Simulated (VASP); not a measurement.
A convergence study with VASP on MoS$_{2}$ (space group no. 194 when undisturbed): one setting is varied, all else stays as given below, so the limit is that of these other settings. One atom is moved off its site, so that forces are finite.

```
CELL_PARAMETERS angstrom
      1.57210    -2.72296     0.00000
      1.57210     2.72296     0.00000
      0.00000     0.00000    12.23850
ATOMIC_POSITIONS crystal
  Mo 0.33333 0.66667 0.25409
  Mo 0.66667 0.33333 0.75000
  S  0.33333 0.66667 0.87900
  S  0.66667 0.33333 0.37900
  S  0.66667 0.33333 0.12100
  S  0.33333 0.66667 0.62100
```

The numbers are results of PBE GGA, VASP's PBE PAW potentials (set 64) (plane waves; VASP), not measurements. The tightest run used: 300 eV cut-off, 19×19×5 Γ-centred mesh, Fermi-Dirac smearing of 0.010 eV, potentials Mo_sv S.

```json
[
 {"setting": "2×2×1 mesh", "E (eV/atom)": "-6.9621", "pressure (GPa)": "5.43", "largest force (eV/Å)": "1.806", "irreducible k-points": "2"},
 {"setting": "3×3×1 mesh", "E (eV/atom)": "-7.2433", "pressure (GPa)": "2.96", "largest force (eV/Å)": "1.506", "irreducible k-points": "3"},
 {"setting": "4×4×1 mesh", "E (eV/atom)": "-7.2638", "pressure (GPa)": "2.52", "largest force (eV/Å)": "1.485", "irreducible k-points": "4"},
 {"setting": "5×5×1 mesh", "E (eV/atom)": "-7.2453", "pressure (GPa)": "2.94", "largest force (eV/Å)": "1.499", "irreducible k-points": "5"}
]
```

Question: These are the cheaper rows. Estimate the results at 19×19×5 mesh, and how far the last row shown lies from them.

Answer: 
| quantity | tightest run | last row shown is off by |
|---|---|---|
| E (eV/atom) | -7.2507 | 0.0054 |
| pressure (GPa) | 2.77 | 0.17 |
| largest force (eV/Å) | 1.488 | 0.011 |

Left out are rungs that failed or repeat a setting and relaxations that didn't move; long series are thinned to 24 rows.

The structure is a typed MoS2 crystal (space group no. 194). The cell was not relaxed at this level, it is distorted from the ideal structure.
